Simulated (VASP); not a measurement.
A convergence study with VASP on Re (hcp): one setting is varied, all else stays as given below, so the limit is that of these other settings. Each run relaxes cell and ions from the cell shown. The basis is that of the starting cell, so low cut-offs carry a Pulay error.

```yaml
crystal:
  lattice:
    - [1.38000, -2.39023, 0.00000]
    - [1.38000, 2.39023, 0.00000]
    - [0.00000, 0.00000, 4.46000]
  atoms:
    - { symbol: Re, position: [0.33333, 0.66667, 0.25000] }
    - { symbol: Re, position: [0.66667, 0.33333, 0.75000] }
```

Calculation: PBEsol GGA, VASP's PBE PAW potentials (set 64) (plane waves; VASP). The tightest run used: 700 eV cut-off, 13×13×7 Γ-centred mesh, first-order Methfessel-Paxton smearing of 0.10 eV, potentials Re.

Task: The settings run are ENCUT = 200; ENCUT = 250; ENCUT = 300; ENCUT = 350; ENCUT = 400; ENCUT = 450; ENCUT = 500; ENCUT = 550; ENCUT = 600; ENCUT = 650; ENCUT = 700. From which on does the relaxed volume stay within 0.1 Å³/atom of the tightest run?

Result: From ENCUT = 250 on: it is off by 0.064 there and by no more than 0.1 in any finer run, while ENCUT = 200 is off by 0.429.
```
setting      relaxed volume (Å³/atom)  E (eV/atom)  plane waves  difference judged (Å³/atom)
-----------  ------------------------  -----------  -----------  ---------------------------
ENCUT = 200                    14.125     -13.3544          197                        0.429
ENCUT = 250                    14.490     -13.3401          282                        0.064
ENCUT = 300                    14.483     -13.3569          356                        0.070
ENCUT = 350                    14.524     -13.3660          452                        0.030
ENCUT = 400                    14.549     -13.3678          553                        0.005
ENCUT = 450                    14.550     -13.3679          652                        0.003
ENCUT = 500                    14.548     -13.3684          768                        0.005
ENCUT = 550                    14.550     -13.3691          874                        0.004
ENCUT = 600                    14.552     -13.3694         1007                        0.001
ENCUT = 650                    14.553     -13.3694         1117                        0.000
ENCUT = 700                    14.553     -13.3695         1259                        0.000
```

Left out are rungs that failed or repeat a setting and relaxations that didn't move; long series are thinned to 24 rows.

The compound is Re in the hcp structure.
